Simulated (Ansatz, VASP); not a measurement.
## Si214Sb (V_Si-Sb_Si) in two plane-wave programs

Aim: how closely do two programs agree when they are given the same cell, functional and k mesh? The cell is taken from a series of runs on this material, whose earlier steps may have relaxed, scaled, displaced or heated it; both programs get it as it stands.

Calculated with Ansatz 0.2.0; plane waves, with VASP 6.6.1 beside it; single point at PBE.

## 1. The starting structure

The cell holds 215 atoms: 214 Si and 1 Sb. Its edges and angles: a = 16.409 Å, b = 16.409 Å, c = 16.409 Å, α = 90.0°, β = 90.0°, γ = 90.0°. It derives from Si (Si (Fd-3m)). Nearest the centre at fractional (0.375, 0.375, 0.375): Sb215 at 0.83 Å, Si107 at 2.74 Å, Si106 at 2.74 Å, Si105 at 2.97 Å, Si78 at 3.03 Å, Si31 at 3.11 Å, Si16 at 3.11 Å, Si102 at 3.74 Å.

## 2. Ansatz: single point, PBE

Ansatz runs on its default PAW (the set named soft_2) files.

With cell and atoms fixed, the geometry can't cause a difference; cores, projectors, grids and the points listed under the comparison can.

input.yaml reads:

```yaml
crystal:
  lattice:
    - [16.40946113, 0.0, 0.0]
    - [0.0, 16.40946113, 0.0]
    - [0.0, 0.0, 16.40946113]
  atoms:
    - { symbol: Si, position: [-5.947752e-05, -0.00028500498, -0.00020966464] }
    - { symbol: Si, position: [-0.00070049218, 0.16544941889, 0.16550701339] }
    - { symbol: Si, position: [0.16702535636, -0.00085773452, 0.16628676572] }
    - { symbol: Si, position: [0.16702935087, 0.16623988135, -0.00077015356] }
    - { symbol: Si, position: [0.08379303899, 0.08269248238, 0.08275640933] }
    - { symbol: Si, position: [0.08143915804, 0.24906187597, 0.24912721521] }
    - { symbol: Si, position: [0.2498696177, 0.08259974446, 0.24974844104] }
    - { symbol: Si, position: [0.24987811345, 0.24969020336, 0.08269857443] }
    - { symbol: Si, position: [-9.86584e-06, -0.00191046856, 0.33310791361] }
    - { symbol: Si, position: [-0.00017902908, 0.16614462268, 0.50008052905] }
    - { symbol: Si, position: [0.16821974145, 0.00102601706, 0.49975017896] }
    - { symbol: Si, position: [0.16385600917, 0.16457217524, 0.33160349074] }
    - { symbol: Si, position: [0.08229264873, 0.08190399899, 0.41669330664] }
    - { symbol: Si, position: [0.08194114785, 0.24956832938, 0.58444340053] }
    - { symbol: Si, position: [0.25167640095, 0.08491323869, 0.5831555291] }
    - { symbol: Si, position: [0.24320304796, 0.24592409616, 0.41830295669] }
    - { symbol: Si, position: [0.00039723184, 0.00021658528, 0.66654530029] }
    - { symbol: Si, position: [0.0002530319, 0.16676808908, 0.83305707487] }
    - { symbol: Si, position: [0.1668449164, 1.494875e-05, 0.83310963075] }
    - { symbol: Si, position: [0.16728758215, 0.16710190484, 0.66640578122] }
    - { symbol: Si, position: [0.08367455432, 0.08355340907, 0.74975717764] }
    - { symbol: Si, position: [0.08440575534, 0.24999420001, 0.91548890369] }
    - { symbol: Si, position: [0.25065562663, 0.08327744098, 0.91578240283] }
    - { symbol: Si, position: [0.25164733623, 0.25078323414, 0.74808430656] }
    - { symbol: Si, position: [2.20445e-05, 0.33303693147, -0.00180389788] }
    - { symbol: Si, position: [-0.00018102955, 0.50000583165, 0.16622015428] }
    - { symbol: Si, position: [0.16394088605, 0.33156204241, 0.16473641195] }
    - { symbol: Si, position: [0.16822842015, 0.49967132551, 0.0011150072] }
    - { symbol: Si, position: [0.08233923014, 0.41661845075, 0.08203192558] }
    - { symbol: Si, position: [0.08195013313, 0.58435328816, 0.24963874096] }
    - { symbol: Si, position: [0.24332554441, 0.41824139684, 0.24612761716] }
    - { symbol: Si, position: [0.25167996807, 0.58305248876, 0.08503371697] }
    - { symbol: Si, position: [-0.000577427, 0.33297208088, 0.333045406] }
    - { symbol: Si, position: [-0.00032613932, 0.50027622279, 0.50035228833] }
    - { symbol: Si, position: [0.16418690116, 0.33307537659, 0.50101507062] }
    - { symbol: Si, position: [0.16420028505, 0.50095174277, 0.33318162746] }
    - { symbol: Si, position: [0.08211661561, 0.41653610563, 0.41661598556] }
    - { symbol: Si, position: [0.08250850434, 0.58382131996, 0.58388712728] }
    - { symbol: Si, position: [0.24820257349, 0.41744419303, 0.58285197325] }
    - { symbol: Si, position: [0.24816119574, 0.58286568373, 0.41752835831] }
    - { symbol: Si, position: [-0.00051607617, 0.333383694, 0.66765325817] }
    - { symbol: Si, position: [0.00053968158, 0.5002890341, 0.83494971953] }
    - { symbol: Si, position: [0.16808698441, 0.33357343, 0.83233688861] }
    - { symbol: Si, position: [0.16549075522, 0.50071192632, 0.66718172725] }
    - { symbol: Si, position: [0.08300873344, 0.41668333612, 0.75078636666] }
    - { symbol: Si, position: [0.08469313048, 0.58327886443, 0.9177897082] }
    - { symbol: Si, position: [0.25081791531, 0.41668362196, 0.91662280979] }
    - { symbol: Si, position: [0.25031010914, 0.5831649007, 0.74981947386] }
    - { symbol: Si, position: [0.00039649634, 0.66646805577, 0.0002919084] }
    - { symbol: Si, position: [0.0002542143, 0.83297903159, 0.16684460046] }
    - { symbol: Si, position: [0.1672877961, 0.66633213284, 0.16718598071] }
    - { symbol: Si, position: [0.16683711542, 0.83302399182, 6.799903e-05] }
    - { symbol: Si, position: [0.08367602601, 0.74967875581, 0.08362783793] }
    - { symbol: Si, position: [0.08440370155, 0.91541230748, 0.25006367376] }
    - { symbol: Si, position: [0.25165495088, 0.74803407004, 0.25083201702] }
    - { symbol: Si, position: [0.25065124086, 0.91571507617, 0.08331401422] }
    - { symbol: Si, position: [-0.00049404981, 0.66756598534, 0.33347024622] }
    - { symbol: Si, position: [0.00052758092, 0.83488157552, 0.5003582661] }
    - { symbol: Si, position: [0.16547115252, 0.66715670667, 0.50080488097] }
    - { symbol: Si, position: [0.16808809695, 0.83226687083, 0.33364527047] }
    - { symbol: Si, position: [0.08300106563, 0.75073281765, 0.41676806039] }
    - { symbol: Si, position: [0.08468330484, 0.91770807209, 0.58335367823] }
[... 39 lines left out ...]
    - { symbol: Si, position: [0.41689866399, 0.41594798227, 0.0845233139] }
    - { symbol: Si, position: [0.41893901716, 0.56953480995, 0.26439221825] }
    - { symbol: Si, position: [0.58406787888, 0.41435313353, 0.25400928604] }
    - { symbol: Si, position: [0.58260819788, 0.58203447756, 0.08537030205] }
    - { symbol: Sb, position: [0.34144970816, 0.34810746563, 0.34836938768] }
    - { symbol: Si, position: [0.33107911823, 0.49929259473, 0.4992570586] }
    - { symbol: Si, position: [0.50375939541, 0.35619114775, 0.48004646274] }
    - { symbol: Si, position: [0.50357066587, 0.47994406902, 0.35660910842] }
    - { symbol: Si, position: [0.41631177328, 0.58168135241, 0.5817175281] }
    - { symbol: Si, position: [0.58552842776, 0.41955903179, 0.58108479538] }
    - { symbol: Si, position: [0.58553018416, 0.58108840978, 0.41961481246] }
    - { symbol: Si, position: [0.33443513861, 0.3351966181, 0.66354772156] }
    - { symbol: Si, position: [0.33390725993, 0.50002922983, 0.83309807694] }
    - { symbol: Si, position: [0.49982777783, 0.3338100078, 0.83272761857] }
    - { symbol: Si, position: [0.50081905158, 0.50047943045, 0.66578186803] }
    - { symbol: Si, position: [0.41712677678, 0.4173041595, 0.74889306081] }
    - { symbol: Si, position: [0.41701293095, 0.58309275485, 0.91698464646] }
    - { symbol: Si, position: [0.5830232265, 0.41668734113, 0.91670292716] }
    - { symbol: Si, position: [0.58334936732, 0.58379202725, 0.74988080339] }
    - { symbol: Si, position: [0.33399924384, 0.66617967857, 0.0008810651] }
    - { symbol: Si, position: [0.33387873897, 0.83220632707, 0.1674256314] }
    - { symbol: Si, position: [0.49908355341, 0.65899896758, 0.17441115981] }
    - { symbol: Si, position: [0.49973447739, 0.83148293835, 0.0019305129] }
    - { symbol: Si, position: [0.41724254487, 0.74580006677, 0.08757762789] }
    - { symbol: Si, position: [0.41698445618, 0.91628998505, 0.25027431886] }
    - { symbol: Si, position: [0.58270686958, 0.74810899716, 0.2513138126] }
    - { symbol: Si, position: [0.58302447368, 0.91615981428, 0.08359885584] }
    - { symbol: Si, position: [0.3344211734, 0.66350867098, 0.33525264858] }
    - { symbol: Si, position: [0.33390154171, 0.83304107341, 0.50011254978] }
    - { symbol: Si, position: [0.50084227778, 0.66577066036, 0.50057464093] }
    - { symbol: Si, position: [0.49982441715, 0.83265188997, 0.33388423164] }
    - { symbol: Si, position: [0.41711004985, 0.74883880348, 0.41738920714] }
    - { symbol: Si, position: [0.41701201607, 0.9169150716, 0.5831777009] }
    - { symbol: Si, position: [0.58337736682, 0.74984889198, 0.58387906316] }
    - { symbol: Si, position: [0.58301966636, 0.91662445247, 0.41676486971] }
    - { symbol: Si, position: [0.33354607913, 0.6660221778, 0.66608595302] }
    - { symbol: Si, position: [0.33354314642, 0.83325912306, 0.83335608076] }
    - { symbol: Si, position: [0.5000456217, 0.66673221535, 0.83353070065] }
    - { symbol: Si, position: [0.50004059806, 0.83346512689, 0.66682090199] }
    - { symbol: Si, position: [0.4167692658, 0.74974436695, 0.74982315363] }
    - { symbol: Si, position: [0.41699295778, 0.91650086062, 0.9165901704] }
    - { symbol: Si, position: [0.5830658034, 0.74982604009, 0.91729678125] }
    - { symbol: Si, position: [0.58307508373, 0.91722262929, 0.7499148238] }
    - { symbol: Si, position: [0.66626990272, -0.00037666626, -0.00030485421] }
    - { symbol: Si, position: [0.66729955571, 0.16626253121, 0.1663405332] }
    - { symbol: Si, position: [0.8328199908, -0.00096618162, 0.16649469778] }
    - { symbol: Si, position: [0.83280422345, 0.16641050396, -0.00089410652] }
    - { symbol: Si, position: [0.74995026357, 0.08270219492, 0.08278424601] }
    - { symbol: Si, position: [0.75340826845, 0.24814655821, 0.24821424729] }
    - { symbol: Si, position: [0.91715944524, 0.08155297179, 0.24952081477] }
    - { symbol: Si, position: [0.91714924105, 0.2494459366, 0.08160964655] }
    - { symbol: Si, position: [0.66638808358, -0.00020437955, 0.3333185391] }
    - { symbol: Si, position: [0.6660498388, 0.16861185467, 0.49949827811] }
    - { symbol: Si, position: [0.83225819279, 0.00053906573, 0.50001775855] }
    - { symbol: Si, position: [0.83473733753, 0.16528299063, 0.33299585719] }
    - { symbol: Si, position: [0.74918202497, 0.08422371708, 0.41608212937] }
    - { symbol: Si, position: [0.75028287661, 0.25043676178, 0.58297982973] }
    - { symbol: Si, position: [0.91626987251, 0.08309663572, 0.58331462897] }
    - { symbol: Si, position: [0.9168311216, 0.24946968694, 0.41667471493] }
    - { symbol: Si, position: [0.66570020243, 0.00111373618, 0.6663090989] }
    - { symbol: Si, position: [0.66565685166, 0.1670256919, 0.83225265774] }
    - { symbol: Si, position: [0.83327443944, 0.00016783865, 0.83315424533] }
    - { symbol: Si, position: [0.83321747684, 0.16662880995, 0.66667199609] }
    - { symbol: Si, position: [0.74951942445, 0.08354525862, 0.74976639199] }
    - { symbol: Si, position: [0.74913759801, 0.2500108892, 0.91601123987] }
    - { symbol: Si, position: [0.91675334564, 0.08329925716, 0.91630624671] }
    - { symbol: Si, position: [0.91602620251, 0.2499949612, 0.75039189165] }
    - { symbol: Si, position: [0.66638024445, 0.33323720391, -0.00011658955] }
    - { symbol: Si, position: [0.66601381379, 0.49943522271, 0.1687409841] }
    - { symbol: Si, position: [0.83473847174, 0.33292040728, 0.16534948533] }
    - { symbol: Si, position: [0.8322353552, 0.49994782119, 0.00061823406] }
    - { symbol: Si, position: [0.74915221084, 0.41601473205, 0.08432474656] }
    - { symbol: Si, position: [0.75029508364, 0.58292727615, 0.2505194735] }
    - { symbol: Si, position: [0.9168229573, 0.41660163412, 0.24954925036] }
    - { symbol: Si, position: [0.91626063787, 0.58323837959, 0.0831653984] }
    - { symbol: Si, position: [0.67178031982, 0.33136302365, 0.33141323952] }
    - { symbol: Si, position: [0.67237583032, 0.50251717804, 0.5025477038] }
    - { symbol: Si, position: [0.83428614417, 0.33334577229, 0.50013481932] }
    - { symbol: Si, position: [0.83427496414, 0.50006385336, 0.3334332058] }
    - { symbol: Si, position: [0.75144394924, 0.41679724635, 0.41688656301] }
    - { symbol: Si, position: [0.75387902868, 0.58551822705, 0.5855907] }
    - { symbol: Si, position: [0.91691870133, 0.4168224705, 0.58394673161] }
    - { symbol: Si, position: [0.91692556965, 0.58387001566, 0.41689908753] }
    - { symbol: Si, position: [0.66676374964, 0.33386210443, 0.66549345085] }
    - { symbol: Si, position: [0.66616587368, 0.50021201394, 0.83336154007] }
    - { symbol: Si, position: [0.83230035661, 0.33345959934, 0.83296173734] }
    - { symbol: Si, position: [0.83499589143, 0.5005002565, 0.66829351187] }
    - { symbol: Si, position: [0.74951308774, 0.41739715986, 0.74949797096] }
    - { symbol: Si, position: [0.74911156605, 0.58328037141, 0.91729304743] }
    - { symbol: Si, position: [0.91551183606, 0.41668928053, 0.91660704709] }
    - { symbol: Si, position: [0.91759228448, 0.58386134226, 0.75174876176] }
    - { symbol: Si, position: [0.66569735038, 0.66623297811, 0.00119252681] }
    - { symbol: Si, position: [0.66568014121, 0.83219558731, 0.16708472673] }
    - { symbol: Si, position: [0.83322657436, 0.66660492222, 0.16670112839] }
    - { symbol: Si, position: [0.8332736098, 0.83308917258, 0.00023903101] }
    - { symbol: Si, position: [0.74952965926, 0.74969243417, 0.083609558] }
    - { symbol: Si, position: [0.74915343618, 0.91593880782, 0.25009249234] }
    - { symbol: Si, position: [0.91604242786, 0.75030617019, 0.25008273423] }
    - { symbol: Si, position: [0.9167600648, 0.91623165364, 0.08337249826] }
    - { symbol: Si, position: [0.66678445835, 0.66545834528, 0.33393521248] }
    - { symbol: Si, position: [0.66618227938, 0.83330980984, 0.50028798291] }
    - { symbol: Si, position: [0.83500819601, 0.66821595583, 0.50058292819] }
    - { symbol: Si, position: [0.83229693527, 0.83286721566, 0.33353578479] }
    - { symbol: Si, position: [0.7495235176, 0.74942485339, 0.41749039324] }
    - { symbol: Si, position: [0.74913028344, 0.91722639964, 0.5833548017] }
    - { symbol: Si, position: [0.91760400589, 0.75167121795, 0.58393138673] }
    - { symbol: Si, position: [0.91549423905, 0.91651216771, 0.41676426601] }
    - { symbol: Si, position: [0.66730351926, 0.66718751141, 0.66725726371] }
    - { symbol: Si, position: [0.6663622826, 0.83373520429, 0.83381785682] }
    - { symbol: Si, position: [0.83299763995, 0.66687536927, 0.83424702805] }
    - { symbol: Si, position: [0.83301287493, 0.83417258065, 0.66694432073] }
    - { symbol: Si, position: [0.75001275282, 0.7506031852, 0.75066621288] }
    - { symbol: Si, position: [0.75008996194, 0.91666408976, 0.9167295866] }
    - { symbol: Si, position: [0.91685635354, 0.74992782089, 0.91703512694] }
    - { symbol: Si, position: [0.91685858261, 0.91696228808, 0.75000605005] }
  host:
    repeats: [3, 3, 3]
    atoms:
      - { symbol: Si, position: [0.0, 0.0, 0.0] }
      - { symbol: Si, position: [0.0, 0.5, 0.5] }
      # ... 6 more atoms of the perfect host
basis:
  ecutwfc: 420
  xc_grid: 2
hamiltonian:
  xc: pbe
kpoints:
  mp_grid: { grid: [1, 1, 1] }
magnetization:
  spin_polarized: true
  initial_magnetization: 1
  spin_locking: { lock_magnetization: hard }
scf:
  occupations: { method: fermi_dirac, width: 0.01 }
  max_iter: 60
output:
  forces: true
  charged_corrections:
    epsilon: 12.98
    static_epsilon: 12.98
    defect_position: [0.375, 0.375, 0.375]
checkpoint:
  read: "../q0_M1.relax_smeared.run"
  write: "../cc0.q0_M1.l1.5.run"
  compress: false
  write_wavefunctions: false
  write_every: 100000
```

Started as:

```sh
$ ansatz run input.yaml --threads 12 --pin off --max-ram 56524MiB --backend cuda --events-out ev --progress --plain --runs-dir out
```

The program printed:

```text
Warning: checkpoint.read: the run can stay near the saved state's solution: 215 site(s) moved relative to the saved geometry (max |Δs| = 5.148e-3 fractional); the SCF starts from the saved state under [...]
Engine: ansatz 0.2.0, aarch64-unknown-linux-gnu
[...]
Pseudopotential: Si, paw, valence charge 4, recommended cutoff 420 eV (normal), Si.paw.azcp
Pseudopotential: Sb, paw, valence charge 15, recommended cutoff 420 eV (normal), Sb.paw.azcp
Functional definition: PBE
[...]
Crystal: 215 atoms, lattice volume = 4418.582 Å³
Basis set: ecut = 420 eV, 86407 PW (Γ), exchange–correlation on 240×240×240 points (8 copies of the dense FFT grid, shifted against one another)
Bands: 651, of which v1, the nominal top of the filled ones, is band 436 counted from 1 (435 counted from 0)
[...]
preconditioner: auto → Resta (q_TF=auto, 2.081 Å⁻¹)  ε∞=5.4  [insulator: Δε(μ)=0.430 eV  Ē_g=7.787 eV  σ=0.010 eV  W_gap=1.00  n_scr=690 (ndim 8)  ℏωp=16.4 eV  f_vac=0.000  D(μ)=0.00/eV (n_scr^D=0)  ε [...]
spin=Collinear: Resta preconditioning applied to the charge; magnetization (m = ρ↑ − ρ↓) channel mixes plain (no charge-response kernel on spin).
SCF iter   2: F=—  HF=-142541.656332 eV  |F-HF|=—  |Δ(HF+E_count)|=   6.75e-3  Δρ=5.88e-4 (↑5.88e-4 ↓5.87e-4)  dr2=5.02e-2  dr2_m=2.32e-4  M=1.000 μB ∫|m|=1.181 μB  β_m=0.65  ethr=1.26e-5  ⟨swp⟩=2.0   [...]
[...]
SCF iter   4: F=—  HF=-142541.643341 eV  |F-HF|=—  |Δ(HF+E_count)|=   4.18e-3  Δρ=2.24e-5 (↑2.16e-5 ↓2.24e-5)  dr2=1.07e-4  dr2_m=8.83e-7  M=1.000 μB ∫|m|=1.183 μB  β_m=0.77  ethr=3.02e-7  ⟨swp⟩=2.0   [...]
SCF iter   5: F=—  HF=-142541.648252 eV  |F-HF|=—  |Δ(HF+E_count)|=   4.91e-3  Δρ=6.23e-6 (↑6.23e-6 ↓6.23e-6)  dr2=1.36e-5  dr2_m=1.43e-7  M=1.000 μB ∫|m|=1.183 μB  β_m=0.84  ethr=1.22e-8  ⟨swp⟩=2.0   [...]
[...]
SCF 1 converged in 8 iterations: F = -142541.648256 eV  dr2 = 2.50e-8
[...]
SCF converged after 8 iterations
[...]
```

(Part 1 of 2 ends here.)

[Lines on the potential files, build, host, timing and source positions are cut from VASP's logs without a mark.]

[Logs are printed without paths, hosts, clocks, repeated set-up lines and the standing remarks that a program may print on its own settings, such as how far it seeks lower states.]

[Hosts, paths, dates, database ids (printed as entryN), source tags and the programs' standing remarks are cut or masked in the printed files.]
